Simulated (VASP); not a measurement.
Si2Sb2Te, 5 atoms in the cell. The structure is hexagonal, space group P6mm (No. 183). The conventional cell has a = 5.148 Å, b = 5.148 Å, c = 5.594 Å, α = 90.00°, β = 90.00°, γ = 120.00°. Around Si (site symmetry 3m) lie 1 Sb at 2.16 Å. Around Sb (site symmetry 3m) lie 1 Si at 2.16 Å. Around Te (site symmetry 6mm) lie 6 Si at 3.03 Å. The cell was built by a generator and needn't be a form met in nature.

```yaml
Program: VASP 6.6.1
Task: relaxation of cell and atoms
Functional: PBE
Potentials_or_basis: VASP PAW PBE potentials, release 64 (Si, Sb, Te)
Cutoff: 520 eV
k_mesh: 3 × 3 × 3
Occupations: gaussian, width 0.15 eV
Spin: no spin polarisation
Further_INCAR_settings: PREC = Normal; ALGO = Fast; EDIFF = 0.0001; IBRION = 2; EDIFFG = -0.08; NSW = 24; ISIF = 3
```

Potentials or basis: VASP PAW PBE potentials, release 64 (Si, Sb, Te).

The run is started by

```sh
$ cat potpaw_PBE.64/Si/POTCAR potpaw_PBE.64/Sb/POTCAR potpaw_PBE.64/Te/POTCAR > POTCAR
$ mpirun -np 1 vasp_std > vasp.out
```

Hardware: 1 thread of AMD EPYC 9R14 (Zen 4), on a shared host.

Problem. Estimate the wall time of this run.

Solution. Wall time 69 s on 1 thread of AMD EPYC 9R14 (Zen 4), on a shared host, peak memory 0.15 GiB. Counts: scf iterations 120, k points 6, ion steps 19.
